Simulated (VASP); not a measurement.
Here is a VASP 6.6.1 calculation.

Contents of POSCAR:

```
MoI
1.0
    0.0000000000      3.1788513800      3.1788513800
    3.1788513800      0.0000000000      3.1788513800
    3.1788513800      3.1788513800      0.0000000000
Mo I
1 1
Direct
    0.0000000000      0.0000000000      0.0000000000
    0.7500000000      0.7500000000      0.7500000000
```

INCAR.step1

```
SYSTEM = MoI
PREC = Accurate ; ENCUT = 520
EDIFF = 1E-5 ; ISMEAR = -1
SIGMA = 0.05 ; LREAL = .False.
LASPH = .True. ; NELM = 100
ALGO = Normal ; ISIF = 2
LWAVE = .True. ; LCHARG = .False.
NBANDS = 18 ; GGA = PE
```

INCAR.step2

```
SYSTEM = MoI
PREC = Accurate ; ENCUT = 520
EDIFF = 1E-6 ; ISMEAR = -1
SIGMA = 0.05 ; LREAL = .False.
LASPH = .True. ; NELM = 100
ALGO = Normal ; ISIF = 2
LWAVE = .False. ; LCHARG = .False.
GGA = PE ; LHFCALC = .True.
HFSCREEN = 0.2 ; AEXX = 0.25
PRECFOCK = Fast ; NBANDS = 18
ISTART = 1
```

The input KPOINTS:

```
regular mesh
0
Gamma
  4 4 4
  0 0 0
```

Potentials or basis: VASP PAW PBE potentials, release 64 (Mo_sv, I).

Command:

```sh
$ cat potpaw_PBE.64/Mo_sv/POTCAR potpaw_PBE.64/I/POTCAR > POTCAR
$ cp INCAR.step1 INCAR
$ mpirun -np 1 vasp_std > vasp.out
$ cp INCAR.step2 INCAR
$ mpirun -np 1 vasp_std > vasp.out
```

**Question.** Predict the band gap on the k mesh.

**Answer.** None (metal or under the smearing width).

**Question.** Predict the pressure.

**Answer.** -7.8 GPa.

Caveat: the k mesh is coarse (spacing up to 0.43 Å⁻¹), so the values aren't converged, least of all with exact exchange; the PAW data sets were made with another functional, which shifts forces and pressure a little; an odd number of electrons without spin polarisation forces a metal; a magnetic or distorted state may lie lower. Spin-orbit coupling is left out, which matters for the levels of I.
